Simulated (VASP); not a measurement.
Shape and ions are relaxed at each volume.

Energy against volume of MoSi2 (MoSi2 type). Computed with optB88-vdW, VASP's PBE PAW potentials (set 64) (plane waves; VASP 6.6.1).

| V (Å³/atom) | E (eV/atom) |
|---|---|
| 12.949 | -5.67165 |
| 13.363 | -5.69695 |
| 13.776 | -5.70464 |
| 14.189 | -5.69744 |
| 14.603 | -5.67767 |

**Question.** Fit a third-order Birch-Murnaghan equation of state.

**Answer.** 
- volume per atom = 13.77 Å³/atom
- bulk modulus = 192 GPa
- pressure derivative of the bulk modulus = 4.61

The compound is MoSi2 in the MoSi2 type structure. It was relaxed first.
